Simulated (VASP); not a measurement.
A convergence study with VASP on Co (hcp): one setting is varied, all else stays as given below, so the limit is that of these other settings. Each run relaxes cell and ions from the cell shown. The basis is that of the starting cell, so low cut-offs carry a Pulay error.

```yaml
crystal:
  lattice:
    - [1.25500, -2.17372, 0.00000]
    - [1.25500, 2.17372, 0.00000]
    - [0.00000, 0.00000, 4.07000]
  atoms:
    - { symbol: Co, position: [0.33333, 0.66667, 0.25000], spin: 1.8 }
    - { symbol: Co, position: [0.66667, 0.33333, 0.75000], spin: 1.8 }
```

All values below come from PBE GGA, VASP's PBE PAW potentials (set 64) (plane waves; VASP). The tightest run used: 700 eV cut-off, 14×14×7 Γ-centred mesh, first-order Methfessel-Paxton smearing of 0.10 eV, potentials Co.

```tsv
setting	relaxed volume (Å³/atom)	E (eV/atom)	moment (μB)	plane waves
ENCUT = 200	9.101	-7.1204	-0.002	151
ENCUT = 250	10.432	-7.0371	3.068	214
ENCUT = 300	10.781	-7.0428	3.142	276
```

### Question
These are the cheaper rows. Estimate the results at ENCUT = 700, and how far the last row shown lies from them.

### Answer

```csv
quantity,tightest run,last row shown is off by
relaxed volume (Å³/atom),10.793,-0.012
E (eV/atom),-7.0322,-0.0106
moment (μB),3.142,0.000
```

Left out are rungs that failed or repeat a setting and relaxations that didn't move; long series are thinned to 24 rows.

The compound is Co in the hcp structure.
